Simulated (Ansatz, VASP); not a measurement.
# As (arsenene bilayer, AA') in two plane-wave programs

Wanted: the spread between two codes on one cell, functional and k mesh. Of the first pair: The structure shown is the start of the Ansatz relaxation below; VASP solves that cell, so the two are compared at the walk's first step.

Main program and level: Ansatz 0.2.0; plane waves, with VASP 6.6.1 beside it; single point at PBE with D3(BJ).

### Step 1. Starting point

The cell holds 4 atoms: 4 As. Cell: a = 3.610 Å, b = 3.610 Å, c = 42.600 Å, α = 90.0°, β = 90.0°, γ = 120.0°. Vacuum lies along c.

As a file:

```cif
data_structure
_symmetry_space_group_name_H-M 'P 1'
_symmetry_Int_Tables_number 1
_cell_length_a 3.6100
_cell_length_b 3.6100
_cell_length_c 42.6000
_cell_angle_alpha 90.000
_cell_angle_beta 90.000
_cell_angle_gamma 120.000
_cell_volume 480.79
loop_
_atom_site_label
_atom_site_type_symbol
_atom_site_fract_x
_atom_site_fract_y
_atom_site_fract_z
_atom_site_occupancy
As1 As 0.66667 0.33333 0.43192 1
As2 As 0.33333 0.66667 0.46479 1
As3 As 0.33333 0.66667 0.53521 1
As4 As 0.66667 0.33333 0.56808 1
```

### Step 2. Ansatz: relaxation, PBE with D3(BJ)

Ansatz runs on its PAW soft_1 files.

The two programs are compared at the cell with which this relaxation starts, whose forces are those of its first step.

Contents of input.yaml:

```yaml
crystal:
  lattice:
    - [3.61, 0.0, 0.0]
    - [-1.805, 3.1263517077, 0.0]
    - [0.0, 0.0, 42.6000000002]
  atoms:
    - { symbol: As, position: [0.6666666667, 0.3333333333, 0.4319248826] }
    - { symbol: As, position: [0.3333333333, 0.6666666667, 0.4647887324] }
    - { symbol: As, position: [0.3333333333, 0.6666666667, 0.5352112676] }
    - { symbol: As, position: [0.6666666667, 0.3333333333, 0.5680751174] }
  periodic: [true, true, false]
kpoints:
  mp_grid: { grid: [12, 12, 1] }
hamiltonian:
  xc: pbe
  dispersion: d3bj
  pseudopotentials: { kind: paw, azcp: { folder: soft_1 } }
scf:
  occupations: { method: fermi_dirac, width: 0.05 }
  convergence: { dr2_threshold: 1.0e-09 }
relax:
  f_tol: 0.004
  max_steps: 90
  cell: {}
output:
  write_potential: true
  write_density: true
  volumetric_format: npy
```

Started as:

```sh
ansatz run input.yaml --threads 4 --pin off --max-ram 6144MiB --backend cpu --events-out ev --progress --plain --runs-dir out
```

Numbers of over 12 decimals in the logs are rounded to 6 here.

Output:

```text
Warning: relax.cell: scf.convergence.dr2_threshold = 1e-9 eV is looser than the 1.60230732203e-10 eV advised for a relaxation that steers and ends on the stress (1e-10 eV for each atom of the cell: 4, times the square of relax.cell.stress_2d_tol = 0.05 N/m over 15.8 Å (the atoms' height at the walk's start and 5 Å past either face), 3.165e-2 GPa, over a crystal's default 0.05). What an SCF threshold leaves in a stress goes as its square root, and in the free energy as the threshold itself, and one threshold admits the most on a small cell: [figures from the program's tests cut] Set scf.convergence.dr2_threshold to 1.60230732203e-10 eV or tighter. [rest of the remark cut]
Engine: ansatz 0.2.0, aarch64-unknown-linux-gnu
Pseudopotentials: kind: paw
Pseudopotential: As, paw, valence charge 15, recommended cutoff 420 eV (normal), soft_1/As.paw.azcp
Functional definition: PBE
  parameter kappa = 0.804
  parameter beta = 0.066725
  exchange = pbe_x(kappa = kappa, mu = beta*pi^2/3)
  correlation = pbe_c(beta = beta)
Crystal: 4 atoms, lattice volume = 480.789 Å³
Basis set: ecut = 420 eV, 9287 PW (Γ), exchange–correlation on 50×50×576 points (8 copies of the dense FFT grid, shifted against one another)
Bands: 36, of which v1, the nominal top of the filled ones, is band 30 counted from 1 (29 counted from 0)
Symmetry: 12 space group operations
Space group: P-6m2 (ITA 187), of the structure as read, at distance tolerance 7.8e-5 Å
k-points: 19 of 144 (time reversal used)
Non-local potential: As, projectors of the file, l = 0: 2, l = 1: 2, l = 2: 3, l = 3: 1
PAW form: soft (Blöchl's): semilocal exchange-correlation on the pseudo side does not see the compensation charge
PAW one-centre angular grid: As, 590 points (default); XC on 64 Gauss nodes
Initial density: superposition of atomic densities (neutral atoms: chi_scale 0, normalization atom)
Initial wavefunctions: pseudopotential atomic-orbital guess
Functional: x = pbe(κ = 0.804, μ = 0.219515), c = pbe(β = 0.066725)
iter 1 solved again at ethr=9.49e-4 eV; its pass at ethr=3.10e-3 eV (dr2=5.69e-1 eV) is discarded
SCF iter   1: F=—  HF=-19425.386591 eV  |F-HF|=—  |Δ(HF+E_count)|=         —  Δρ=1.17e-2  dr2=5.70e-1  ethr=9.49e-4  ⟨swp⟩=1.8  Hψ=4598  notcnv=0
preconditioner: auto → LDOS  [insulator: Δε(μ)=0.338 eV  Ē_g=8.840 eV  σ=0.050 eV  W_gap=0.93  n_scr=26 (ndim 8)  ℏωp=7.6 eV  f_vac=0.768  D(μ)=0.16/eV (n_scr^D=2)  ε∞_Penn≈1.7  β→1.0]
SCF iter   2: F=—  HF=-19425.301962 eV  |F-HF|=—  |Δ(HF+E_count)|=   8.46e-2  Δρ=1.98e-3  dr2=5.82e-2  ethr=9.49e-4  ⟨swp⟩=3.9  Hψ=1237  notcnv=0
SCF iter   3: F=—  HF=-19425.327130 eV  |F-HF|=—  |Δ(HF+E_count)|=   2.52e-2  Δρ=2.61e-3  dr2=2.86e-1  ethr=9.70e-5  ⟨swp⟩=3.9  Hψ=1624  notcnv=0  recentre
SCF iter   4: F=—  HF=-19425.291673 eV  |F-HF|=—  |Δ(HF+E_count)|=   3.55e-2  Δρ=6.63e-4  dr2=8.24e-3  ethr=9.70e-5  ⟨swp⟩=4.3  Hψ=1432  notcnv=0  defer=2
SCF iter   5: F=—  HF=-19425.290940 eV  |F-HF|=—  |Δ(HF+E_count)|=   7.33e-4  Δρ=1.54e-4  dr2=8.05e-5  ethr=1.37e-5  ⟨swp⟩=2.0  Hψ=888  notcnv=0  defer=2
SCF iter   6: F=—  HF=-19425.290959 eV  |F-HF|=—  |Δ(HF+E_count)|=   1.90e-5  Δρ=2.29e-5  dr2=6.37e-6  ethr=1.34e-7  ⟨swp⟩=3.8  Hψ=1468  notcnv=0  defer=2
SCF iter   7: F=—  HF=-19425.290961 eV  |F-HF|=—  |Δ(HF+E_count)|=   1.34e-6  Δρ=3.39e-6  dr2=1.66e-7  ethr=1.06e-8  ⟨swp⟩=2.8  Hψ=907  notcnv=0  defer=2
SCF iter   8: F=—  HF=-19425.291001 eV  |F-HF|=—  |Δ(HF+E_count)|=   4.02e-5  Δρ=9.54e-7  dr2=6.41e-9  ethr=2.76e-10  ⟨swp⟩=3.4  Hψ=1271  notcnv=0  defer=2
SCF iter   9: F=-19425.291001 eV  HF=-19425.291001 eV  |F-HF|=3.27e-10  |Δ(HF+E_count)|=   1.05e-8  Δρ=1.79e-7  dr2=2.40e-10  ethr=1.67e-12  ⟨swp⟩=11.1  Hψ=4912  notcnv=0
SCF 1 converged in 9 iterations: F = -19425.291001 eV  dr2 = 2.40e-10
  greatest PAW one-centre occupation: 0.999 electrons in one spin orbital (limit 2), on the As atom at site 0 (counted from 0), in its partial waves of l = 2
relax step   1: F+E_penalty+E_count = -19425.29100097 eV  Δ(F+E_penalty+E_count) = +0.000e0 eV  max|allowed force component| = 8.268e-1 eV/Å  Δτ_max = 0.0000 Å  P = -0.526 N/m  Ω = 480.789 Å³  fix = [c, alpha, beta]  reactions: c +0.000 N/m  (9 SCF iters, accepted)
[...]
relax step   6: F+E_penalty+E_count = -19425.53828444 eV  Δ(F+E_penalty+E_count) = -1.262e-4 eV  max|allowed force component| = 2.438e-3 eV/Å  Δτ_max = 0.0028 Å  P = +0.017 N/m  Ω = 470.024 Å³  energy of the carried Pulay correction = +3.475e-4 eV  fix = [c, alpha, beta]  reactions: c +0.000 N/m  (6 SCF iters, accepted)
[...]
relax step   7: F+E_penalty+E_count = -19425.53795984 eV  Δ(F+E_penalty+E_count) = +3.246e-4 eV  max|allowed force component| = 2.522e-3 eV/Å  Δτ_max = 0.0000 Å  P = +0.014 N/m  Ω = 470.024 Å³  fix = [c, alpha, beta]  reactions: c +0.000 N/m  stress off target by 1.43e-2 N/m on what of the cell is left free  SCF on the basis re-selected at this cell (its energy is not comparable with the rows above)  (5 SCF iters)
basis re-selected at this cell: Δ(F+E_penalty+E_count) = +3.246e-4 eV, ΔP = -0.003 N/m vs the last step (what re-selecting the basis moved, of the pressure what is left beyond the Pulay correction that the steps carried, after the strain that the cell walked since its last selection, with what the two solves' SCF thresholds leave and, on support functions, any second-order correction that the steps lacked; it is no measure of the basis error at this ecutwfc). The dense FFT grid was sized anew with the basis: this SCF ran on 24×24×288 points, the steps before it on 25×25×288, so part of this shift can come from that change (see relax.cell in the input reference). [rest of the remark cut]
WARN: The input density's exchange-correlation potential varies sharply where the density is thin. Do not read a vacuum level from v_tot or v_xc, or from such a field of the output density. On a cell that repeats whose density bears no net charge and no dipole along the vacuum's axis use v_es (v_loc + v_h of the components); under efield.dipole_correction with no amplitude use v_es + v_field, which holds any external [...]
SCF converged after 5 iterations
Free energy (F): -19425.537960 eV
Harris-Foulkes:  -19425.537960 eV  (|F-HF|=2.18e-11)
Internal energy: -19425.537959 eV  (E = F + TS)
E sigma→0 (E₀):  -19425.537960 eV
Entropy (-TS):   -0.000000 eV (-0.000 meV/atom)
Fermi energy:    -4.610872 eV
--- Per-component energies (eV) ---
  E_band       = -1829.464823
  E_kinetic    = 385.554103
  E_local      = -230754.877928  (includes V_loc(G=0)·N_el)
  E_nonlocal   = -1571.912694
  E_hartree    = 115426.364419
  E_xc         = -279.659356
  E_vxc        = -292.047747  (∫ρ·V_xc dr)
  E_paw        = -8053.431506  (= ΣΔE_a)
  E_vpaw       = -448.908792  (= ΣTr[D̂ρ^β])
  E_aug_tail   = -0.000025  (compensation charges beyond the density's cutoff)
  E_ewald      = 105423.437873
  E_disp       = -1.012845  (pairwise vdW)
  E_smearing   = -0.000000  (= −TS)
  E_closure    = -0.000000  (closes the sum)
  Σ components = -19425.537960   (vs F -19425.537960, Δ=0.00e0)
--- Forces (eV/Å), atoms counted from 1 ---
  atom   1  As     0.00000000     0.00000000    -0.00252173
  atom   2  As     0.00000000    -0.00000000     0.00204347
  atom   3  As     0.00000000    -0.00000000    -0.00204347
  atom   4  As     0.00000000     0.00000000     0.00252173
  max |Σ_I F_I| component: 1.30e-18 eV/Å
--- 2D stress c σ (N/m, compression-positive) ---
        0.014320      -0.000000       0.000000
       -0.000000       0.014320       0.000000
        0.000000       0.000000       0.000000
  P = ½ c Tr σ = 0.0143 N/m
--- Band table (eV; the first three rows and the last of 19) ---
  k-point 0: bands = [... 26 lower, -5.2862, -5.2862, -5.2564, -5.2564, -3.3428, -2.9321, -1.8044, -1.8044, ... 2 higher]
  k-point 1: bands = [... 26 lower, -6.1601, -5.5013, -5.4711, -5.3833, -2.7214, -2.4217, -1.9264, -1.7306, ... 2 higher]
  k-point 2: bands = [... 26 lower, -6.2966, -5.9759, -5.9450, -5.3338, -3.1263, -2.8855, -1.2437, -1.1946, ... 2 higher]
  k-point 18: bands = [... 26 lower, -7.7237, -7.4538, -7.3387, -7.1071, -3.6456, -3.2213, -1.1850, -1.1756, ... 2 higher]
  the weakly bound empty levels are not read free of the cell's end (no_gap_told)
--- Relaxed structure (6 steps of the walk, 6 accepted, 1 SCFs on fresh bases) ---
  F+E_penalty+E_count = -19425.53795984 eV   max|allowed force component| = 2.522e-3 eV/Å   (the final SCF, on the basis selected at the relaxed cell)
  cell:  # Å, volume = 470.0242 Å³
    - [3.569357, 0.0, 0.0]
    - [-1.784679, 3.091154, 0.0]
    - [0.0, 0.0, 42.6000000002]
  atoms:
    - { symbol: As, position: [0.666667, 0.333333, 0.422063] }
    - { symbol: As, position: [0.333333, 0.666667, 0.454898] }
    - { symbol: As, position: [0.333333, 0.666667, 0.545102] }
    - { symbol: As, position: [0.666667, 0.333333, 0.577937] }
```

### Step 3. VASP: single point, PBE with D3(BJ), start cell, pair 1

The same cell, functional, mesh and smearing now go to VASP, with its own data sets.

Lines of VASP's logs that name or quote its potential files are left out, and so is its time.

Contents of INCAR:

```
SYSTEM = As
PREC = Accurate
ENCUT = 400
EDIFF = 1E-06
NELM = 120
ISMEAR = -1
SIGMA = 0.05
LREAL = .FALSE.
ALGO = Normal
GGA = PE
IVDW = 12
NBANDS = 16
LORBIT = 11
LWAVE = .FALSE.
LCHARG = .FALSE.
ISIF = 2
LDIPOL = .TRUE.
IDIPOL = 3
DIPOL = 0.5 0.5 0.5
LVHAR = .TRUE.
LASPH = .TRUE.
GGA_COMPAT = .FALSE.
EFERMI = MIDGAP
NELMDL = -8
KPAR = 2
```

Contents of POSCAR:

```
As
1.0
    3.6100000000      0.0000000000      0.0000000000
   -1.8050000000      3.1263520000      0.0000000000
    0.0000000000      0.0000000000     42.6000000000
As
4
Direct
    0.6666666134      0.3333332267      0.4319248826
    0.3333332801      0.6666665600      0.4647887324
    0.3333332801      0.6666665600      0.5352112676
    0.6666666134      0.3333332267      0.5680751174
```

Contents of KPOINTS:

```
Automatic mesh
0
Gamma
12 12 1
0 0 0
```

The projector-augmented-wave data sets are As (PBE family, release 64).

Started as:

```sh
mpirun -np 2 vasp_std
```

Output:

```text
[banner, memory and clock lines left out]
running    2 mpi-ranks, on    1 nodes
 distrk:  each k-point on    1 cores,    2 groups
 distr:  one band on    1 cores,    1 groups

 POSCAR found type information on POSCAR As
 POSCAR found :  1 types and       4 ions
 LDA part: xc-table for (Slater+PW92), standard interpolation
 POSCAR, INCAR and KPOINTS ok, starting setup
 FFT: planning ... GRIDC
 FFT: planning ... GRID_SOFT
 FFT: planning ... GRID
 WAVECAR not read
 entering main loop
       N       E                     dE             d eps       ncg     rms          rms(c)
DAV:   1     0.132389957536E+03    0.13239E+03   -0.49724E+03   608   0.670E+02
DAV:   2    -0.191400482278E+01   -0.13430E+03   -0.12415E+03   984   0.129E+02
DAV:   3    -0.180613491028E+02   -0.16147E+02   -0.16092E+02   840   0.582E+01
DAV:   4    -0.184062581118E+02   -0.34491E+00   -0.34410E+00   888   0.108E+01
DAV:   5    -0.184132044893E+02   -0.69464E-02   -0.69438E-02   784   0.140E+00
DAV:   6    -0.184134312822E+02   -0.22679E-03   -0.22679E-03   872   0.261E-01
DAV:   7    -0.184134377098E+02   -0.64276E-05   -0.64273E-05   808   0.385E-02
DAV:   8    -0.184134379751E+02   -0.26531E-06   -0.26577E-06   808   0.788E-03    0.486E+00
DAV:   9    -0.183314352592E+02    0.82003E-01   -0.45378E-02   720   0.107E+00    0.289E+00
DAV:  10    -0.182898705171E+02    0.41565E-01   -0.92595E-02   792   0.153E+00    0.175E-01
DAV:  11    -0.182903606070E+02   -0.49009E-03   -0.21832E-03   744   0.279E-01    0.106E-01
DAV:  12    -0.182908186119E+02   -0.45800E-03   -0.11766E-03   728   0.186E-01    0.276E-02
DAV:  13    -0.182908232922E+02   -0.46804E-05   -0.48194E-05   832   0.388E-02    0.183E-02
DAV:  14    -0.182908448691E+02   -0.21577E-04   -0.88740E-05   816   0.453E-02    0.663E-03
DAV:  15    -0.182908572135E+02   -0.12344E-04   -0.24723E-06   680   0.767E-03    0.446E-03
DAV:  16    -0.182909177774E+02   -0.60564E-04   -0.16459E-05   704   0.137E-02    0.201E-03
DAV:  17    -0.182909437397E+02   -0.25962E-04   -0.27473E-06   712   0.480E-03    0.175E-03
DAV:  18    -0.182909660785E+02   -0.22339E-04   -0.30971E-06   696   0.516E-03    0.633E-04
DAV:  19    -0.182909696839E+02   -0.36054E-05   -0.66808E-08   592   0.105E-03    0.454E-04
DAV:  20    -0.182909805998E+02   -0.10916E-04   -0.39418E-07   560   0.123E-03    0.292E-04
DAV:  21    -0.182909828381E+02   -0.22383E-05   -0.23625E-08   544   0.425E-04    0.167E-04
DAV:  22    -0.182909855534E+02   -0.27153E-05   -0.14773E-07   592   0.727E-04    0.919E-05
DAV:  23    -0.182909862889E+02   -0.73552E-06   -0.11208E-08   448   0.243E-04
   1 F= -.19395639E+02 E0= -.19394078E+02  d E =-.312250E-02
```

Parts of OUTCAR (step 3):

```text
ion  position               nearest neighbor table
   1  0.667  0.333  0.432-   2 2.51   2 2.51   2 2.51
   2  0.333  0.667  0.465-   1 2.51   1 2.51   1 2.51
   3  0.333  0.667  0.535-   4 2.51   4 2.51   4 2.51
   4  0.667  0.333  0.568-   3 2.51   3 2.51   3 2.51

  LATTYP: Found a hexagonal cell.
 ALAT       =     3.6100000000
 C/A-ratio  =    11.8005540166

 Subroutine GETGRP returns: Found 12 space group operations
 (whereof 12 operations were pure point group operations)

The static configuration has the point symmetry D_3h.

 Found     19 irreducible k-points:

   k-points           NKPTS =     19   k-points in BZ     NKDIM =     19   number of bands    NBANDS=     16

   dimension x,y,z NGX =    24 NGY =   24 NGZ =  280
   dimension x,y,z NGXF=    48 NGYF=   48 NGZF=  560

   ENCUT  =  400.0 eV  29.40 Ry    5.42 a.u.   5.89  5.89 69.47*2*pi/ulx,y,z

   NELECT =      20.0000    total number of electrons

 k-points in reciprocal lattice and weights: Automatic mesh
   0.00000000  0.00000000  0.00000000       0.007
   0.08333333  0.00000000  0.00000000       0.042
   0.16666667  0.00000000  0.00000000       0.042
   0.25000000  0.00000000  0.00000000       0.042
   0.33333333  0.00000000  0.00000000       0.042
   0.41666667  0.00000000  0.00000000       0.042
   0.50000000  0.00000000  0.00000000       0.021
   0.08333333  0.08333333  0.00000000       0.042
   0.16666667  0.08333333  0.00000000       0.083
[...]
0.33333333  0.25000000  0.00000000       0.083
   0.33333333  0.33333333  0.00000000       0.014

 dipolmoment           0.000000      0.000000      0.000000 electrons x Angstroem

 average (electrostatic) potential at core
       1 -57.8535       2 -57.8882       3 -57.8882       4 -57.8535

 E-fermi :  -2.6157

 k-point     1 :       0.0000    0.0000    0.0000
  band No.  band energies     occupation
    ...
      6      -3.7663      2.00000
      7      -3.7663      2.00000
      8      -3.5740      2.00000
      9      -3.5740      2.00000
     10      -3.0133      1.99930
     11      -1.8564      0.00000
     12      -1.0008      0.00000
     13      -0.3938      0.00000
     14      -0.3938      0.00000
     15      -0.0219      0.00000
    ...

 k-point     2 :       0.0833    0.0000    0.0000
  band No.  band energies     occupation
    ...
      6      -4.6156      2.00000
      7      -4.4476      2.00000
      8      -3.9705      2.00000
      9      -3.7783      2.00000
     10      -2.8358      1.97581
     11      -1.2489      0.00000
     12      -0.6178      0.00000
     13      -0.5110      0.00000
     14      -0.2080      0.00000
     15       0.0236      0.00000
    ...

 k-point     3 :       0.1667    0.0000    0.0000
  band No.  band energies     occupation
    ...
      6      -5.6823      2.00000
      7      -4.9824      2.00000
      8      -4.4239      2.00000
      9      -4.2321      2.00000
     10      -2.8114      1.96089
     11      -1.6797      0.00000
     12      -1.0312      0.00000
     13       0.1360      0.00000
     14       0.1996      0.00000
     15       0.6459      0.00000
    ...

 Edisp (eV)   -1.10465

  Total      -0.22862    -0.22862     2.73345     0.00000     0.00000     0.00000
  in kB      -0.76187    -0.76187     9.10891     0.00000     0.00000     0.00000
  external pressure =        2.53 kB  Pullay stress =        0.00 kB

  energy-cutoff  :      400.00
  volume of cell :      480.79
      direct lattice vectors                 reciprocal lattice vectors
     3.610000000  0.000000000  0.000000000     0.277008310  0.159930808  0.000000000
    -1.805000000  3.126352000  0.000000000     0.000000000  0.319861615  0.000000000
     0.000000000  0.000000000 42.600000000     0.000000000  0.000000000  0.023474178

 POSITION                                       TOTAL-FORCE (eV/Angst)
 -----------------------------------------------------------------------------------
      1.80500      1.04212     18.40000         0.000000     -0.000000     -0.086747
      0.00000      2.08423     19.80000        -0.000000      0.000000     -0.747591
      0.00000      2.08423     22.80000        -0.000000      0.000000      0.747591
      1.80500      1.04212     24.20000         0.000000     -0.000000      0.086747
 -----------------------------------------------------------------------------------
    total drift:                               -0.000000      0.000268      0.000000

  FREE ENERGIE OF THE ION-ELECTRON SYSTEM (eV)
  ---------------------------------------------------
  free  energy   TOTEN  =       -19.3956388396 eV

  energy  without entropy=      -19.3925163357  energy(sigma->0) =      -19.39407759

 vacuum level on the upper side and lower side of the slab         1.785         1.785

 total charge
# of ion       s       p       d       tot
------------------------------------------
    1        1.297   1.367   0.041   2.706
    2        1.313   1.369   0.043   2.725
    3        1.313   1.369   0.043   2.725
    4        1.297   1.367   0.041   2.706
--------------------------------------------------
tot          5.220   5.471   0.169  10.860

[... 3 further parts left out ...]
```

### Step 4. Side by side

Known differences besides the potentials themselves: Ansatz cuts the interaction across the vacuum, VASP repeats the sheet with a dipole correction; the data sets hold 60 valence electrons in Ansatz (on its PAW soft_1 files) and 20 in VASP; the cutoff is 420 eV in Ansatz and 400 eV in VASP. Total energies have different zeros and are not compared.

Forces (eV/Å; atoms numbered as in POSCAR):

```tsv
atom	Ansatz x, y, z	VASP x, y, z
As1	0.000, 0.000, -0.011	0.000, 0.000, -0.087
As2	0.000, 0.000, -0.827	0.000, 0.000, -0.748
As3	0.000, 0.000, 0.827	0.000, 0.000, 0.748
As4	0.000, 0.000, 0.011	0.000, 0.000, 0.087
```

The forces differ by 45 meV/Å r.m.s., which is 14.5 % of the r.m.s. force of 0.307 eV/Å (both taken over all components). With vacuum in the cell, a pressure given here is an average over mostly empty space and none of the material.

### Step 5. Further runs

Further runs change the set-up of one program: Ansatz's method, potentials or start, or VASP's data sets, cutoff or form of LDA. The table gives that difference for each run.

```tsv
run	r.m.s. force difference (meV/Å)
as above	45
VASP with the data sets As_d and a cutoff of 520 eV	11
```

[end of part 1 of 2]

[Lines on the potential files, build, host, timing and source positions are cut from VASP's logs without a mark.]

[Logs are printed without paths, hosts, clocks, repeated set-up lines and the standing remarks that a program may print on its own settings, such as how far it seeks lower states.]

[Hosts, paths, dates, database ids (printed as entryN), source tags and the programs' standing remarks are cut or masked in the printed files.]
